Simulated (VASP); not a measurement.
An input for Quantum ESPRESSO's pw.x (written as the equivalent of a VASP run, and not itself run):

```
&CONTROL
  calculation = 'scf'
  pseudo_dir = './pseudo'
  outdir = './out'
  tprnfor = .true.
  tstress = .true.
/
&SYSTEM
  ibrav = 0
  nat = 2
  ntyp = 2
  ecutwfc = 96
  occupations = 'smearing'
  smearing = 'methfessel-paxton'
  degauss = 0.00735
  input_dft = 'pbe'
/
&ELECTRONS
  conv_thr = 7.3e-09
  electron_maxstep = 100
/
ATOMIC_SPECIES
  Ga 69.723 Ga.upf
  Co 58.933 Co.upf
CELL_PARAMETERS angstrom
     2.9109901    0.0000000    0.0000000
     0.0000000    2.9109901    0.0000000
     0.0000000    0.0000000    2.9109901
ATOMIC_POSITIONS crystal
  Ga   0.5000000  0.5000000  0.5000000
  Co   0.0000000  0.0000000  0.0000000
K_POINTS automatic
  13 13 13 0 0 0
```

Q: Translate this input to VASP (INCAR, KPOINTS, POSCAR, choice of POTCAR).

A: One answer among several that fit: 
**INCAR**
```
SYSTEM = CoGa
PREC = Accurate
ENCUT = 520
EDIFF = 1E-7
NELM = 100
ALGO = Normal
LREAL = .FALSE.
LASPH = .TRUE.
ISMEAR = 1
SIGMA = 0.1
GGA = PE
LMAXMIX = 4
LWAVE = .FALSE.
LCHARG = .FALSE.
ISIF = 2
```

### KPOINTS
```
Automatic mesh
0
Gamma
13 13 13
0 0 0
```

POSCAR:
```
CoGa
1
    2.9109900958     0.0000000000     0.0000000000
    0.0000000000     2.9109900958     0.0000000000
    0.0000000000     0.0000000000     2.9109900958
Ga Co
1 1
Direct
  0.5000000000   0.5000000000   0.5000000000
  0.0000000000   0.0000000000   0.0000000000
```

POTCAR, in this order: Ga_d Co (PBE.64 set). Program: vasp_std.

Limits of the translation: the potentials are each code's own (VASP's PAW set, PseudoDojo norm-conserving files in pw.x), so ENCUT and ecutwfc are chosen apart and not converted; conv_thr bounds pw.x's estimated SCF error, while EDIFF bounds the energy change between steps.

The compound is CoGa in the CsCl type structure. This cell is one point of a volume scan, at 1.03 of the reference volume.
